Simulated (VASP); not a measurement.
Consider the following.

```
CELL_PARAMETERS angstrom
      0.00000     3.16000     3.16000
      3.16000     0.00000     3.16000
      3.16000     3.16000     0.00000
ATOMIC_POSITIONS crystal
  Sn 0.00000 0.00000 0.00000
  Te 0.50000 0.50000 0.50000
```

Computed with PBE GGA, VASP's PBE PAW potentials (set 64) (plane waves; VASP). Numerical set-up: 300 eV cut-off, 7×7×7 Γ-centred mesh, Gaussian smearing of 0.050 eV, potentials Sn_d Te.

At this cut-off the stress carries a Pulay error, which pulls relaxed volumes low.

### Question
What does the run give for the energy per atom (σ→0), pressure?

### Answer

```yaml
energy per atom (σ→0): -3.777 eV/atom
pressure: 1.55 GPa
```

Only differences to runs with the same potentials and settings are physical.

The compound is SnTe in the rock salt structure, which distorts at low temperature. The cell was not relaxed at this level. The run is one of a series of settings (ENCUT = 300 against the base run), some of them coarse on purpose.
